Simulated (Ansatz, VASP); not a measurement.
# Cross-check of Al2O3 (Corundum) between VASP and Ansatz, part 2 of 3

Aim: how closely do two programs agree when they are given the same cell, functional and k mesh? The cell is taken from a series of runs on this material, whose earlier steps may have relaxed, scaled, displaced or heated it; both programs get it as it stands.

VASP 6.6.1 and Ansatz 0.2.0.

So far: The starting structure; Ansatz: zone-centre phonons, LDA.

## 3. VASP: zone-centre phonons, LDA

Level of this step: LDA; plane waves and PAW (O, Al) (VASP).

The same cell, functional (in two slightly different forms) and mesh now go to VASP, with its own data sets.

Lines of VASP's logs that name or quote its potential files are left out, and so is its time.

File INCAR:

```
SYSTEM = Al2O3
PREC = Accurate
ENCUT = 600
EDIFF = 1E-08
NELM = 120
ISMEAR = 0
SIGMA = 0.01
LREAL = .FALSE.
ALGO = Normal
GGA = PW92
NBANDS = 34
LORBIT = 11
LWAVE = .FALSE.
LCHARG = .FALSE.
ISIF = 2
IBRION = 8
LEPSILON = .TRUE.
LASPH = .TRUE.
GGA_COMPAT = .FALSE.
EFERMI = MIDGAP
KPAR = 2
```

File POSCAR:

```
Al2O3
1.0
    2.3178077804      1.3381869460      4.2026971102
   -2.3178077804      1.3381869460      4.2026971102
    0.0000000000     -2.6763738919      4.2026971102
O Al
6 4
Direct
    0.5565106784      0.9434893216      0.2500000000
    0.2500000000      0.5565106784      0.9434893216
    0.9434893216      0.2500000000      0.5565106784
    0.4434893216      0.0565106784      0.7500000000
    0.7500000000      0.4434893216      0.0565106784
    0.0565106784      0.7500000000      0.4434893216
    0.3518574894      0.3518574894      0.3518574894
    0.1481425106      0.1481425106      0.1481425106
    0.6481425106      0.6481425106      0.6481425106
    0.8518574894      0.8518574894      0.8518574894
```

File KPOINTS:

```
Automatic mesh
0
Gamma
6 6 6
0 0 0
```

PAW data sets: O and Al (LDA family, release 64).

Command:

```
$ mpirun -np 2 vasp_std
```

Log:

```text
[banner, memory and clock lines left out]
running    2 mpi-ranks, on    1 nodes
 distrk:  each k-point on    1 cores,    2 groups
 distr:  one band on    1 cores,    1 groups

 POSCAR found type information on POSCAR O Al
 POSCAR found :  2 types and      10 ions
|                                                                             |
|               ----> ADVICE to this user running VASP <----                  |
|                                                                             |
|     You enforced a specific xc type in the INCAR file but a different       |
|     [... a line on the potential file left out ...]
|     I HOPE YOU KNOW WHAT YOU ARE DOING!                                     |
|                                                                             |

 LDA part: xc-table for (Slater(with rela. corr.)+PW92), standard interpolation
 POSCAR, INCAR and KPOINTS ok, starting setup
 FFT: planning ... GRIDC
 FFT: planning ... GRID_SOFT
 FFT: planning ... GRID
 WAVECAR not read
 entering main loop
       N       E                     dE             d eps       ncg     rms          rms(c)
DAV:   1     0.243911094767E+03    0.24391E+03   -0.28281E+04  2176   0.153E+03
DAV:   2    -0.790160179630E+02   -0.32293E+03   -0.31266E+03  2762   0.315E+02
DAV:   3    -0.916412044904E+02   -0.12625E+02   -0.12584E+02  2808   0.634E+01
DAV:   4    -0.917341941752E+02   -0.92990E-01   -0.92925E-01  2680   0.620E+00
DAV:   5    -0.917350411489E+02   -0.84697E-03   -0.84681E-03  2754   0.594E-01    0.184E+01
DAV:   6    -0.831060748571E+02    0.86290E+01   -0.30034E+01  2620   0.297E+01    0.662E+00
DAV:   7    -0.829764428709E+02    0.12963E+00   -0.10068E+00  2680   0.494E+00    0.328E+00
DAV:   8    -0.828983724532E+02    0.78070E-01   -0.78479E-02  2660   0.208E+00    0.760E-01
DAV:   9    -0.828909309630E+02    0.74415E-02   -0.15449E-02  2782   0.658E-01    0.277E-01
DAV:  10    -0.828909511301E+02   -0.20167E-04   -0.51366E-04  2612   0.137E-01    0.648E-02
DAV:  11    -0.828909421062E+02    0.90238E-05   -0.93310E-05  2664   0.583E-02    0.274E-02
DAV:  12    -0.828909420652E+02    0.41024E-07   -0.22583E-06  2712   0.108E-02    0.566E-03
DAV:  13    -0.828909418383E+02    0.22692E-06   -0.92380E-07  2664   0.576E-03    0.138E-03
DAV:  14    -0.828909418373E+02    0.98862E-09   -0.27788E-08  2260   0.103E-03
   1 F= -.82890942E+02 E0= -.82890942E+02  d E =0.000000E+00
 Linear response reoptimize wavefunctions to high precision
DAV:   1    -0.828909418375E+02   -0.19509E-09   -0.71165E-09  1878   0.436E-04
DAV:   2    -0.828909418375E+02   -0.59117E-11   -0.51189E-10  1392   0.134E-04
 Linear response G [H, r] |phi>, progress :
  Direction:   1
       N       E                     dE             d eps       ncg     rms
RMM:   1    -0.198950536337E+03   -0.19895E+03    0.12803E+02  5025   0.922E+01
RMM:   2    -0.170938797478E+03    0.28012E+02   -0.11055E+01  3749   0.189E+01
RMM:   3    -0.170977731828E+03   -0.38934E-01   -0.11119E-01  3928   0.182E+00
RMM:   4    -0.170978974209E+03   -0.12424E-02   -0.17742E-03  4103   0.231E-01
RMM:   5    -0.170978999285E+03   -0.25076E-04    0.14034E-04  4148   0.391E-02
RMM:   6    -0.170978998888E+03    0.39682E-06    0.18622E-04  4179   0.169E-02
RMM:   7    -0.170978995342E+03    0.35463E-05    0.22074E-04  4197   0.147E-02
RMM:   8    -0.170978994914E+03    0.42748E-06    0.20999E-04  4126   0.145E-02
RMM:   9    -0.170978999835E+03   -0.49209E-05    0.44139E-05  3992   0.145E-02
RMM:  10    -0.170978996818E+03    0.30178E-05   -0.20509E-04  3997   0.146E-02
 Linear response G [H, r] |phi>, progress :
  Direction:   2
       N       E                     dE             d eps       ncg     rms
RMM:   1    -0.201828558253E+03   -0.20183E+03    0.11339E+02  5014   0.925E+01
RMM:   2    -0.172916765247E+03    0.28912E+02   -0.10953E+01  3745   0.189E+01
RMM:   3    -0.172963237146E+03   -0.46472E-01   -0.10928E-01  3932   0.180E+00
RMM:   4    -0.172964432350E+03   -0.11952E-02   -0.26890E-03  4098   0.228E-01
RMM:   5    -0.172964447727E+03   -0.15377E-04   -0.76877E-04  4138   0.374E-02
RMM:   6    -0.172964460875E+03   -0.13148E-04   -0.86118E-04  4178   0.156E-02
RMM:   7    -0.172964464575E+03   -0.37000E-05   -0.89698E-04  4188   0.134E-02
RMM:   8    -0.172964465591E+03   -0.10165E-05   -0.90630E-04  4140   0.132E-02
RMM:   9    -0.172964464246E+03    0.13454E-05   -0.90861E-04  3999   0.132E-02
RMM:  10    -0.172964456655E+03    0.75911E-05   -0.91983E-04  3995   0.132E-02
 Linear response G [H, r] |phi>, progress :
  Direction:   3
       N       E                     dE             d eps       ncg     rms
RMM:   1    -0.199053577273E+03   -0.19905E+03    0.12132E+02  4888   0.924E+01
RMM:   2    -0.171914273745E+03    0.27139E+02   -0.10262E+01  3793   0.181E+01
RMM:   3    -0.171953593675E+03   -0.39320E-01   -0.99224E-02  3893   0.173E+00
[...]
Linear response to external field, progress :
  Direction:   3
       N       E                     dE             d eps       ncg     rms          rms(c)
RMM:   1    -0.485576259877E+00   -0.48558E+00   -0.11862E+00  4076   0.267E+00
RMM:   2    -0.482618303529E+00    0.29580E-02   -0.72833E-03  3668   0.381E-01    0.111E+00
RMM:   3    -0.470910097861E+00    0.11708E-01   -0.71432E-03  3653   0.429E-01    0.651E-01
[...]
RMM:   3    -0.365972510883E+00   -0.98645E-03   -0.13240E-03 12172   0.169E-01    0.922E-02
RMM:   4    -0.367944135520E+00   -0.19716E-02   -0.11961E-03 12759   0.153E-01    0.179E-02
RMM:   5    -0.367907800226E+00    0.36335E-04   -0.42903E-05 14314   0.321E-02    0.442E-03
RMM:   6    -0.367983348760E+00   -0.75549E-04   -0.17216E-06 14642   0.567E-03    0.175E-03
RMM:   7    -0.367967961456E+00    0.15387E-04   -0.11630E-07 14618   0.213E-03    0.856E-04
RMM:   8    -0.367976375490E+00   -0.84140E-05   -0.39379E-07 14665   0.986E-04    0.178E-04
RMM:   9    -0.367976599629E+00   -0.22414E-06   -0.71070E-07 14680   0.464E-04    0.800E-05
RMM:  10    -0.367976542614E+00    0.57014E-07   -0.15118E-06 14688   0.443E-04    0.116E-05
RMM:  11    -0.367976566316E+00   -0.23702E-07   -0.10514E-06 14822   0.433E-04    0.604E-06
RMM:  12    -0.367976591480E+00   -0.25164E-07   -0.53538E-07 14926   0.430E-04    0.161E-06
RMM:  13    -0.367976596025E+00   -0.45450E-08   -0.28693E-07 15213   0.429E-04    0.522E-07
RMM:  14    -0.367976595839E+00    0.18626E-09   -0.18633E-07 15286   0.426E-04    0.418E-07
RMM:  15    -0.367976597129E+00   -0.12897E-08   -0.20193E-07 15653   0.424E-04    0.180E-07
RMM:  16    -0.367976596952E+00    0.17706E-09   -0.22447E-07 15889   0.423E-04    0.148E-07
RMM:  17    -0.367976596986E+00   -0.33870E-10   -0.13854E-07 16219   0.422E-04    0.781E-08
 first order change of Fermi-energy  -0.52801E-05
 force on displaced ion       1 direction 2 :  -0.000 -22.707   8.232
 Born effective charge ion    1 direction 2 :   0.000  -1.843   0.314
 Linear response progress:
  Degree of freedom:   3/  5
       N       E                     dE             d eps       ncg     rms          rms(c)
RMM:   1    -0.370414581114E+00   -0.37041E+00    0.36768E-01 14368   0.299E+00
RMM:   2    -0.365761673079E+00    0.46529E-02   -0.60126E-03 13397   0.393E-01    0.184E-01
RMM:   3    -0.366795493315E+00   -0.10338E-02   -0.13077E-03 12081   0.168E-01    0.903E-02
RMM:   4    -0.368759172679E+00   -0.19637E-02   -0.11589E-03 12815   0.149E-01    0.187E-02
RMM:   5    -0.368746236124E+00    0.12937E-04   -0.57785E-05 13933   0.356E-02    0.516E-03
RMM:   6    -0.368842554091E+00   -0.96318E-04   -0.59492E-06 14518   0.928E-03    0.176E-03
RMM:   7    -0.368845077124E+00   -0.25230E-05   -0.20164E-07 14426   0.167E-03    0.532E-04
RMM:   8    -0.368847689387E+00   -0.26123E-05   -0.12172E-07 14611   0.584E-04    0.214E-04
RMM:   9    -0.368847732225E+00   -0.42838E-07   -0.20444E-07 14621   0.417E-04    0.443E-05
RMM:  10    -0.368847647244E+00    0.84982E-07    0.10335E-07 14669   0.393E-04    0.141E-05
RMM:  11    -0.368847620731E+00    0.26513E-07   -0.22016E-07 14799   0.387E-04    0.259E-06
RMM:  12    -0.368847652025E+00   -0.31294E-07   -0.13594E-07 14775   0.384E-04    0.116E-06
RMM:  13    -0.368847656947E+00   -0.49226E-08   -0.24803E-07 15075   0.383E-04    0.529E-07
RMM:  14    -0.368847657074E+00   -0.12640E-09   -0.28928E-07 15150   0.380E-04    0.205E-07
RMM:  15    -0.368847656627E+00    0.44650E-09   -0.25291E-07 15543   0.379E-04    0.201E-07
RMM:  16    -0.368847656573E+00    0.54027E-10   -0.13153E-07 15770   0.377E-04    0.108E-07
RMM:  17    -0.368847656781E+00   -0.20783E-09   -0.14282E-07 16128   0.377E-04    0.985E-08
 first order change of Fermi-energy   0.32437E-04
 force on displaced ion       1 direction 3 :   0.001   8.230 -19.373
 Born effective charge ion    1 direction 3 :  -0.000   0.228  -1.917
 Linear response progress:
  Degree of freedom:   4/  5
       N       E                     dE             d eps       ncg     rms          rms(c)
RMM:   1    -0.165950512948E-01   -0.16595E-01    0.22247E-02 22554   0.108E+00
RMM:   2    -0.954409801969E-02    0.70510E-02   -0.25016E-03 13653   0.291E-01    0.103E-01
RMM:   3    -0.936773101253E-02    0.17637E-03   -0.46554E-04 13774   0.859E-02    0.502E-02
RMM:   4    -0.932175070225E-02    0.45980E-04   -0.10162E-04 14056   0.338E-02    0.202E-02
RMM:   5    -0.932270444253E-02   -0.95374E-06   -0.27360E-05 14135   0.159E-02    0.439E-03
RMM:   6    -0.931713954734E-02    0.55649E-05   -0.56585E-06 14227   0.504E-03    0.946E-04
RMM:   7    -0.931598525792E-02    0.11543E-05    0.14096E-06 14582   0.120E-03    0.375E-04
RMM:   8    -0.931606098256E-02   -0.75725E-07   -0.21211E-07 14596   0.423E-04    0.716E-05
RMM:   9    -0.931604567876E-02    0.15304E-07    0.42833E-09 14658   0.123E-04    0.242E-05
RMM:  10    -0.931606155387E-02   -0.15875E-07   -0.48755E-08 14679   0.946E-05    0.147E-05
RMM:  11    -0.931608066770E-02   -0.19114E-07   -0.81178E-08 14715   0.810E-05    0.237E-06
RMM:  12    -0.931608096242E-02   -0.29472E-09   -0.91331E-08 14769   0.736E-05    0.240E-06
 first order change of Fermi-energy  -0.10133E-05
 force on displaced ion       7 direction 1 : -25.182  -0.000  -0.000
 Born effective charge ion    7 direction 1 :   2.908   0.023   0.000
 Linear response progress:
  Degree of freedom:   5/  5
       N       E                     dE             d eps       ncg     rms          rms(c)
RMM:   1    -0.199518832596E-01   -0.19952E-01   -0.12951E-02  8079   0.106E+00
RMM:   2    -0.929472479620E-02    0.10657E-01   -0.21896E-03  4793   0.289E-01    0.880E-02
RMM:   3    -0.909106500790E-02    0.20366E-03   -0.11129E-04  5005   0.626E-02    0.493E-02
RMM:   4    -0.900649714270E-02    0.84568E-04   -0.13777E-04  4961   0.550E-02    0.981E-03
RMM:   5    -0.899654871360E-02    0.99484E-05    0.25238E-05  5013   0.102E-02    0.415E-03
RMM:   6    -0.899366005768E-02    0.28887E-05    0.30423E-06  5103   0.594E-03    0.165E-03
RMM:   7    -0.899283216088E-02    0.82790E-06    0.56695E-06  5149   0.173E-03    0.529E-04
RMM:   8    -0.899352578678E-02   -0.69363E-06    0.10019E-06  5193   0.758E-04    0.264E-04
RMM:   9    -0.899364930893E-02   -0.12352E-06   -0.10573E-07  5143   0.348E-04    0.329E-05
RMM:  10    -0.899363856348E-02    0.10745E-07   -0.31947E-08  5250   0.102E-04    0.113E-05
RMM:  11    -0.899363334059E-02    0.52229E-08   -0.19066E-07  5228   0.771E-05    0.257E-06
RMM:  12    -0.899364424118E-02   -0.10901E-07   -0.20184E-07  5266   0.727E-05    0.143E-06
RMM:  13    -0.899363782145E-02    0.64197E-08   -0.39816E-08  5251   0.714E-05    0.510E-07
 first order change of Fermi-energy  -0.23633E-01
 force on displaced ion       7 direction 3 :  -0.000  -0.000 -23.238
 Born effective charge ion    7 direction 3 :   0.000   0.000   2.875
 Born effective charges drift removed
 Linear response finished
```

[end of part 2 of 3]

[Lines on the potential files, build, host, timing and source positions are cut from VASP's logs without a mark.]

[Logs are printed without paths, hosts, clocks, repeated set-up lines and the standing remarks that a program may print on its own settings, such as how far it seeks lower states.]

[Hosts, paths, dates, database ids (printed as entryN), source tags and the programs' standing remarks are cut or masked in the printed files.]
